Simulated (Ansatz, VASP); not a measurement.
## Two plane-wave programs on LiPb2

File INCAR:

```
ALGO = Normal ; EDIFF = 1E-7
ENCUT = 520 ; GGA = PE
ISIF = 2 ; ISMEAR = 0
LASPH = True ; LCHARG = True
LELF = True ; LREAL = False
LVHAR = True ; LWAVE = False
NBANDS = 22 ; NELM = 60
PREC = Accurate ; SIGMA = 0.1
```

File KPOINTS:

```
k-points
0
Gamma
  6 6 2
```

Contents of POSCAR:

```
LiPb2
1.0
    3.5558323000      0.0000000000      0.0000000000
   -1.7779162000      3.0794411000      0.0000000000
    0.0000000000      0.0000000000      7.4831756000
Li Pb
1 2
Direct
    0.0000000000      0.0000000000      0.0000000000
    0.6666667000      0.3333333000      0.6831160000
    0.3333333000      0.6666667000      0.3168840000
```

Input for Ansatz:

```yaml
crystal:
  lattice:
    - [3.5558323, 0.0, 0.0]
    - [-1.7779162, 3.0794411, 0.0]
    - [0.0, 0.0, 7.4831756]
  atoms:
    - { symbol: Li, position: [0.0, 0.0, 0.0] }
    - { symbol: Pb, position: [0.6666667, 0.3333333, 0.683116] }
    - { symbol: Pb, position: [0.3333333, 0.6666667, 0.316884] }
basis:
  ecutwfc: 420
kpoints:
  mp_grid: { grid: [6, 6, 2] }
hamiltonian:
  xc: pbe
scf:
  occupations: { method: gaussian, width: 0.1 }
  lower_state_search: "off"
output:
  forces: true
  stress: true
  eigenvalues: true
```

Alike in both runs: task single point; functional PBE; k mesh 6 × 6 × 2; occupations gaussian, width 0.1 eV; no spin polarisation.

|  | VASP | Ansatz |
| --- | --- | --- |
| version | VASP 6.6.1 | Ansatz 0.2.0 |
| potentials or method | VASP PAW PBE potentials, release 64 (Li_sv, Pb_d) | scalar-relativistic, plane waves, PAW |
| plane-wave cutoff (eV) | 520 | 420 |
| valence electrons in the cell | 31 | 31 |

Ansatz gave:

* gap on the k mesh at the Fermi level (eV): none
* rms of the force components (eV/Å): 0.011

**Question.** Estimate VASP's values.

**Answer.** gap on the k mesh at the Fermi level (eV): none; rms of the force components (eV/Å): 0.010.

Atom by atom the forces differ by 0.001 eV/Å (rms over components). A gap of «none» marks a metal or a gap that the smearing closes.

Caveats: the k mesh is coarse (spacing up to 0.42 Å⁻¹), so the values aren't converged. Spin-orbit coupling is left out, which matters for the levels of Pb.
